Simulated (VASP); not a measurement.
## Band gap of NaCl: mesh and cell

How far does the LDA gap of NaCl depend on mesh and cell? The starting structure is a measured crystal structure from the Crystallography Open Database. Cell and atoms stay as given unless a step says otherwise.

Method: Kohn-Sham DFT with plane waves and PAW; LDA, in VASP 6.6.1.

The database entry behind the starting cell differs from later determinations by our own check (about 0.6 % short), so it need not match the best structure at ambient conditions.

### 1. The structure

The structure is cubic, space group Fm-3m (No. 225). Conventional cell: a = 5.604 Å, b = 5.604 Å, c = 5.604 Å, α = 90.00°, β = 90.00°, γ = 90.00°. Nearest to Cl lie 6 Na at 2.80 Å. Nearest to Na lie 6 Cl at 2.80 Å. Farther neighbours and most contacts between anions are not listed.

### 2. Reference bands

File INCAR:

```
SYSTEM = NaCl
PREC = Accurate
ENCUT = 350
EDIFF = 1E-06
NELM = 100
ISMEAR = 0
SIGMA = 0.03
LREAL = .FALSE.
ALGO = Normal
GGA = CA
NBANDS = 19
LORBIT = 11
LWAVE = .FALSE.
LCHARG = .FALSE.
KPAR = 4
LASPH = .TRUE.
```

File POSCAR:

```
NaCl
1.0
    0.0000000000      2.8017500000      2.8017500000
    2.8017500000      0.0000000000      2.8017500000
    2.8017500000      2.8017500000      0.0000000000
Cl Na
1 1
Direct
    0.5000000000      0.5000000000      0.5000000000
    0.0000000000      0.0000000000      0.0000000000
```

File KPOINTS:

```
Automatic mesh
0
Gamma
6 6 6
0 0 0
```

File KPOINTS_OPT:

```
Line mode
10
Line-mode
Reciprocal
  0.00000000   0.00000000   0.00000000 GAMMA
  0.50000000   0.00000000   0.50000000 X

  0.50000000   0.00000000   0.50000000 X
  0.50000000   0.25000000   0.75000000 W

  0.50000000   0.25000000   0.75000000 W
  0.37500000   0.37500000   0.75000000 K

  0.37500000   0.37500000   0.75000000 K
  0.00000000   0.00000000   0.00000000 GAMMA

  0.00000000   0.00000000   0.00000000 GAMMA
  0.50000000   0.50000000   0.50000000 L

  0.50000000   0.50000000   0.50000000 L
  0.62500000   0.25000000   0.62500000 U

  0.62500000   0.25000000   0.62500000 U
  0.50000000   0.25000000   0.75000000 W

  0.50000000   0.25000000   0.75000000 W
  0.50000000   0.50000000   0.50000000 L

  0.50000000   0.50000000   0.50000000 L
  0.37500000   0.37500000   0.75000000 K

  0.62500000   0.25000000   0.62500000 U
  0.50000000   0.00000000   0.50000000 X
```

Potentials, in the order of the species: Cl and Na_pv (LDA family, release 64).

Run with:

```
$ mpirun -np 4 vasp_std
```

The log of the run:

```text
[banner, memory and clock lines left out]
running    4 mpi-ranks, on    1 nodes
 distrk:  each k-point on    1 cores,    4 groups
 distr:  one band on    1 cores,    1 groups

 POSCAR found type information on POSCAR ClNa
 POSCAR found :  2 types and       2 ions
 LDA part: xc-table for (Slater(with rela. corr.)+CA(PZ))
 , standard interpolation
 POSCAR, INCAR and KPOINTS ok, starting setup
 FFT: planning ... GRIDC
 FFT: planning ... GRID_SOFT
 FFT: planning ... GRID
 WAVECAR not read
 entering main loop
       N       E                     dE             d eps       ncg     rms          rms(c)
DAV:   1     0.861981022616E+02    0.86198E+02   -0.51880E+03   624   0.560E+02
DAV:   2    -0.157875496237E+01   -0.87777E+02   -0.81684E+02   721   0.191E+02
DAV:   3    -0.749931726103E+01   -0.59206E+01   -0.58726E+01   725   0.491E+01
DAV:   4    -0.756365020677E+01   -0.64333E-01   -0.64298E-01   723   0.526E+00
DAV:   5    -0.756446860851E+01   -0.81840E-03   -0.81836E-03   748   0.626E-01    0.198E+00
DAV:   6    -0.738909360843E+01    0.17538E+00   -0.17706E-01   765   0.240E+00    0.140E+00
DAV:   7    -0.736966377457E+01    0.19430E-01   -0.42602E-02   849   0.104E+00    0.980E-01
DAV:   8    -0.736806856523E+01    0.15952E-02   -0.65551E-03   704   0.532E-01    0.420E-01
DAV:   9    -0.736774320834E+01    0.32536E-03   -0.40630E-04   685   0.111E-01    0.175E-01
DAV:  10    -0.736772227134E+01    0.20937E-04   -0.13449E-04   779   0.658E-02    0.231E-02
DAV:  11    -0.736772093886E+01    0.13325E-05   -0.57216E-06   705   0.174E-02    0.344E-03
DAV:  12    -0.736772098649E+01   -0.47636E-07   -0.13444E-07   405   0.265E-03
   1 F= -.73677210E+01 E0= -.73677210E+01  d E =-.310628E-19
 Start KPOINTS_OPT (optional k-point list driver)
k-point batch [1-16\100]
       N       E                     dE             ncg
DAV:   1    -0.111881237398E+04   -0.60511E+04      638
DAV:   2    -0.254718014645E+04   -0.14284E+04      733
DAV:   3    -0.264342128484E+04   -0.96241E+02      718
DAV:   4    -0.264454860249E+04   -0.11273E+01      759
DAV:   5    -0.264456417611E+04   -0.15574E-01      719
DAV:   6    -0.264456453036E+04   -0.35425E-03      751
DAV:   7    -0.264456454011E+04   -0.97494E-05      764
DAV:   8    -0.264456454035E+04   -0.24622E-06      514
[...]
k-point batch [97-100\100]
       N       E                     dE             ncg
DAV:   1     0.482060505314E+04   -0.18922E+04      152
DAV:   2     0.446293243337E+04   -0.35767E+03      192
DAV:   3     0.443864328777E+04   -0.24289E+02      191
DAV:   4     0.443839598187E+04   -0.24731E+00      181
DAV:   5     0.443839278415E+04   -0.31977E-02      192
DAV:   6     0.443839270991E+04   -0.74240E-04      189
DAV:   7     0.443839270773E+04   -0.21785E-05      192
DAV:   8     0.443839270768E+04   -0.58248E-07      109
```

It took 7.2 s on 4 MPI ranks of Intel Xeon Platinum 8488C (Sapphire Rapids), shared host; peak memory 0.49 GiB; 15 s of CPU time.

Lines that name or quote the potential files are left out of all logs, and their timing lines are given in words.

From OUTCAR (step 2):

```text
ion  position               nearest neighbor table
   1  0.500  0.500  0.500-
   2  0.000  0.000  0.000-

  LATTYP: Found a face centered cubic cell.
 ALAT       =     5.6035000000

 Subroutine GETGRP returns: Found 48 space group operations
 (whereof 48 operations were pure point group operations)

The static configuration has the point symmetry O_h .

 Found     16 irreducible k-points:

   k-points           NKPTS =     16   k-points in BZ     NKDIM =     16   number of bands    NBANDS=     19

   dimension x,y,z NGX =    24 NGY =   24 NGZ =   24
   dimension x,y,z NGXF=    48 NGYF=   48 NGZF=   48

   ENCUT  =  350.0 eV  25.72 Ry    5.07 a.u.   6.04  6.04  6.04*2*pi/ulx,y,z

   NELECT =      14.0000    total number of electrons

 k-points in reciprocal lattice and weights: Automatic mesh
   0.00000000  0.00000000  0.00000000       0.005
   0.16666667  0.00000000  0.00000000       0.037
   0.33333333  0.00000000  0.00000000       0.037
   0.50000000  0.00000000  0.00000000       0.019
   0.16666667  0.16666667  0.00000000       0.028
   0.33333333  0.16666667  0.00000000       0.111
   0.50000000  0.16666667  0.00000000       0.111
  -0.33333333  0.16666667  0.00000000       0.111
  -0.16666667  0.16666667  0.00000000       0.056
[...]
-0.33333333  0.33333333  0.16666667       0.111
  -0.33333333  0.50000000  0.16666667       0.056

 average (electrostatic) potential at core
       1 -97.5563       2 -45.9656

 E-fermi :  -0.6527

 k-point     1 :       0.0000    0.0000    0.0000
  band No.  band energies     occupation
    ...
      3     -21.5702      2.00000
      4     -13.4645      2.00000
      5      -0.8341      2.00000
      6      -0.8341      2.00000
      7      -0.8341      2.00000
      8       3.9366      0.00000
      9      10.0332      0.00000
     10      10.0332      0.00000
     11      10.0332      0.00000
     12      12.2890      0.00000
    ...

 k-point     2 :       0.1667    0.0000    0.0000
  band No.  band energies     occupation
    ...
      3     -21.5708      2.00000
      4     -13.3746      2.00000
      5      -1.4958      2.00000
      6      -0.9093      2.00000
      7      -0.9093      2.00000
      8       4.7870      0.00000
      9       9.2080      0.00000
     10      10.3239      0.00000
     11      10.3239      0.00000
     12      11.9332      0.00000
    ...

 k-point     3 :       0.3333    0.0000    0.0000
  band No.  band energies     occupation
    ...
      3     -21.5721      2.00000
      4     -13.1862      2.00000
      5      -2.4973      2.00000
      6      -1.0521      2.00000
      7      -1.0521      2.00000
      8       5.8952      0.00000
      9       9.0043      0.00000
     10      10.1269      0.00000
     11      10.1269      0.00000
     12      13.0459      0.00000
    ...

  Total       -0.5743909     -0.5743909     -0.5743909      0.0000000     -0.0000000      0.0000000
  in kB      -20.9218470    -20.9218470    -20.9218470      0.0000000     -0.0000000      0.0000000
  external PRESSURE =     -20.9218470 kB  Pullay stress =       0.0000000 kB

  energy-cutoff  :      350.00
  volume of cell :       43.99
      direct lattice vectors                 reciprocal lattice vectors
     0.000000000  2.801750000  2.801750000    -0.178459891  0.178459891  0.178459891
     2.801750000  0.000000000  2.801750000     0.178459891 -0.178459891  0.178459891
     2.801750000  2.801750000  0.000000000     0.178459891  0.178459891 -0.178459891

 POSITION                                       TOTAL-FORCE (eV/Angst)
 -----------------------------------------------------------------------------------
      2.80175      2.80175      2.80175         0.000000      0.000000      0.000000
      0.00000      0.00000      0.00000        -0.000000     -0.000000     -0.000000
 -----------------------------------------------------------------------------------
    total drift:                                0.000000     -0.000000     -0.000000

  FREE ENERGIE OF THE ION-ELECTRON SYSTEM (eV)
  ---------------------------------------------------
  free  energy   TOTEN  =        -7.3677209865 eV

  energy  without entropy=       -7.3677209865  energy(sigma->0) =       -7.36772099

 total charge
# of ion       s       p       d       tot
------------------------------------------
    1        1.584   3.545   0.000   5.129
    2        0.047   5.978   0.000   6.025
--------------------------------------------------
tot          1.631   9.524   0.000  11.155

[... 3 further parts left out ...]
```

At this level the cell is under a tension of 2.1 GPa, so at these settings it is away from equilibrium.

The reference gap is 4.771 eV.

### 3. Bands with cell and atoms relaxed by LDA

Against step 2 the input has another starting structure. The cell comes from a relaxation at this level, not shown (40.66 Å³).

INCAR is that of step 2.

File POSCAR:

```
NaCl
1.0
    0.0000000000      2.7292296066      2.7292296066
    2.7292296066      0.0000000000      2.7292296066
    2.7292296066      2.7292296066      0.0000000000
Cl Na
1 1
Direct
    0.5000000000      0.5000000000      0.5000000000
    0.0000000000      0.0000000000      0.0000000000
```

KPOINTS is that of step 2.

KPOINTS_OPT is that of step 2.

Run with:

```
$ mpirun -np 4 vasp_std
```

The log of the run:

```text
[... set-up lines as in an earlier step ...]
 entering main loop
       N       E                     dE             d eps       ncg     rms          rms(c)
DAV:   1     0.904470359363E+02    0.90447E+02   -0.52404E+03   627   0.561E+02
DAV:   2    -0.157125140218E+01   -0.92018E+02   -0.83482E+02   708   0.193E+02
DAV:   3    -0.750786957050E+01   -0.59366E+01   -0.58910E+01   733   0.492E+01
DAV:   4    -0.757409547829E+01   -0.66226E-01   -0.66193E-01   749   0.529E+00
[...]
DAV:   9    -0.738852071171E+01    0.33540E-03   -0.44044E-04   676   0.125E-01    0.155E-01
DAV:  10    -0.738850772188E+01    0.12990E-04   -0.94695E-05   780   0.621E-02    0.153E-02
DAV:  11    -0.738850690034E+01    0.82154E-06   -0.40346E-06   695   0.157E-02
   1 F= -.73885069E+01 E0= -.73885069E+01  d E =-.105726E-12
 Start KPOINTS_OPT (optional k-point list driver)
k-point batch [1-16\100]
       N       E                     dE             ncg
DAV:   1    -0.105846748644E+04   -0.59506E+04      619
DAV:   2    -0.244116246301E+04   -0.13827E+04      689
DAV:   3    -0.253423846261E+04   -0.93076E+02      763
DAV:   4    -0.253525652158E+04   -0.10181E+01      720
DAV:   5    -0.253526822041E+04   -0.11699E-01      761
DAV:   6    -0.253526845620E+04   -0.23579E-03      738
DAV:   7    -0.253526846214E+04   -0.59433E-05      766
DAV:   8    -0.253526846228E+04   -0.14149E-06      549
[...]
k-point batch [97-100\100]
       N       E                     dE             ncg
DAV:   1     0.476050621347E+04   -0.17881E+04      152
DAV:   2     0.438990511669E+04   -0.37060E+03      176
DAV:   3     0.436563767899E+04   -0.24267E+02      196
DAV:   4     0.436537790464E+04   -0.25977E+00      176
DAV:   5     0.436537477781E+04   -0.31268E-02      186
DAV:   6     0.436537470819E+04   -0.69627E-04      192
DAV:   7     0.436537470624E+04   -0.19424E-05      186
DAV:   8     0.436537470619E+04   -0.50031E-07      144
```

The job ended after 7.6 s (4 MPI ranks; peak memory 0.47 GiB).

OUTCAR, selected parts (step 3):

```text
  Total        0.0147461      0.0147461      0.0147461      0.0000000     -0.0000000      0.0000000
  in kB        0.5810804      0.5810804      0.5810804      0.0000000     -0.0000000      0.0000000
  external PRESSURE =       0.5810804 kB  Pullay stress =       0.0000000 kB

 POSITION                                       TOTAL-FORCE (eV/Angst)
 -----------------------------------------------------------------------------------
      2.72923      2.72923      2.72923         0.000000      0.000000      0.000000
      0.00000      0.00000      0.00000        -0.000000     -0.000000     -0.000000
 -----------------------------------------------------------------------------------
    total drift:                                0.000000     -0.000000     -0.000000

  FREE ENERGIE OF THE ION-ELECTRON SYSTEM (eV)
  ---------------------------------------------------
  free  energy   TOTEN  =        -7.3885069003 eV

  energy  without entropy=       -7.3885069003  energy(sigma->0) =       -7.38850690

[... 1 part as in an earlier step ...]

[... 2 further parts left out ...]
[key lines of the parts left out:]
E-fermi :  -0.1958
```

With cell and atoms relaxed by LDA the gap is 5.093 eV, +0.322 eV from the reference.

### 4. Bands with a 10×10×10 mesh

Against step 2 the input has a 10×10×10 mesh.

INCAR is that of step 3.

File POSCAR:

```
NaCl
1.0
    0.0000000000      2.8017500000      2.8017500000
    2.8017500000      0.0000000000      2.8017500000
    2.8017500000      2.8017500000      0.0000000000
Cl Na
1 1
Direct
    0.5000000000      0.5000000000      0.5000000000
    0.0000000000      0.0000000000      0.0000000000
```

File KPOINTS:

```
Automatic mesh
0
Gamma
10 10 10
0 0 0
```

KPOINTS_OPT is that of step 3.

Run with:

```
$ mpirun -np 4 vasp_std
```

The log of the run:

```text
[... set-up lines as in an earlier step ...]
 entering main loop
       N       E                     dE             d eps       ncg     rms          rms(c)
DAV:   1     0.889729527182E+02    0.88973E+02   -0.53075E+03  1816   0.555E+02
DAV:   2    -0.160020939426E+01   -0.90573E+02   -0.83962E+02  2059   0.190E+02
DAV:   3    -0.749694931852E+01   -0.58967E+01   -0.58548E+01  2216   0.486E+01
DAV:   4    -0.756354962939E+01   -0.66600E-01   -0.66564E-01  2113   0.536E+00
[...]
DAV:  10    -0.736775879287E+01    0.21078E-04   -0.13333E-04  2282   0.658E-02    0.235E-02
DAV:  11    -0.736775744341E+01    0.13495E-05   -0.57582E-06  2049   0.176E-02    0.358E-03
DAV:  12    -0.736775749040E+01   -0.46991E-07   -0.13460E-07  1182   0.263E-03
   1 F= -.73677575E+01 E0= -.73677575E+01  d E =-.651243E-20
 Start KPOINTS_OPT (optional k-point list driver)
k-point batch [1-47\100]
       N       E                     dE             ncg
DAV:   1    -0.327405112981E+04   -0.17126E+05     1810
DAV:   2    -0.749742974519E+04   -0.42234E+04     2031
DAV:   3    -0.776939719589E+04   -0.27197E+03     2203
DAV:   4    -0.777237497851E+04   -0.29778E+01     2078
DAV:   5    -0.777241382623E+04   -0.38848E-01     2100
DAV:   6    -0.777241465203E+04   -0.82580E-03     2243
DAV:   7    -0.777241467354E+04   -0.21515E-04     2122
DAV:   8    -0.777241467407E+04   -0.52547E-06     1681
[...]
k-point batch [95-100\100]
       N       E                     dE             ncg
DAV:   1     0.156556493012E+05   -0.31322E+04      228
DAV:   2     0.151558551755E+05   -0.49979E+03      260
DAV:   3     0.151239070970E+05   -0.31948E+02      278
DAV:   4     0.151236140836E+05   -0.29301E+00      264
DAV:   5     0.151236101462E+05   -0.39375E-02      263
DAV:   6     0.151236100579E+05   -0.88272E-04      288
DAV:   7     0.151236100554E+05   -0.25226E-05      282
DAV:   8     0.151236100553E+05   -0.69031E-07      184
```

The job ended after 8.4 s (4 MPI ranks; peak memory 0.52 GiB).

Parts of OUTCAR (step 4):

```text
  Total       -0.5745821     -0.5745821     -0.5745821      0.0000000     -0.0000000     -0.0000000
  in kB      -20.9288103    -20.9288103    -20.9288103      0.0000000     -0.0000000     -0.0000000
  external PRESSURE =     -20.9288103 kB  Pullay stress =       0.0000000 kB

 POSITION                                       TOTAL-FORCE (eV/Angst)
 -----------------------------------------------------------------------------------
      2.80175      2.80175      2.80175         0.000000      0.000000      0.000000
      0.00000      0.00000      0.00000         0.000000      0.000000      0.000000
 -----------------------------------------------------------------------------------
    total drift:                                0.000000     -0.000000     -0.000000

  FREE ENERGIE OF THE ION-ELECTRON SYSTEM (eV)
  ---------------------------------------------------
  free  energy   TOTEN  =        -7.3677574904 eV

  energy  without entropy=       -7.3677574904  energy(sigma->0) =       -7.36775749

[... 1 part as in an earlier step ...]

[... 2 further parts left out ...]
[key lines of the parts left out:]
E-fermi :  -0.6527
```

With a 10×10×10 mesh the gap is 4.771 eV, +0.000 eV from the reference.

### 5. The runs compared

```tsv
run	gap (eV)	change (eV)	core minutes
reference	4.771	-	0.48
cell and atoms relaxed by LDA	5.093	0.322	0.507
a 10×10×10 mesh	4.771	0.0	0.56
```

Core minutes are wall time times ranks of the run shown, on a shared host.

### 6. Summary of results

* reference gap: 4.771 eV
* gap with cell and atoms relaxed by LDA: 5.093 eV
* gap with a 10×10×10 mesh: 4.771 eV

In words: Among the runs that read a gap along the path, the one with cell and atoms relaxed by LDA moves it most, by +0.322 eV. On finer settings it changes by +0.000 eV with a 10×10×10 mesh. The functional's own error isn't tested here. Further runs on this material are not shown.

[Lines on the potential files, build, host, timing and source positions are cut from VASP's logs without a mark.]

[Logs are printed without paths, hosts, clocks, repeated set-up lines and the standing remarks that a program may print on its own settings, such as how far it seeks lower states.]

[Hosts, paths, dates, database ids (printed as entryN), source tags and the programs' standing remarks are cut or masked in the printed files.]
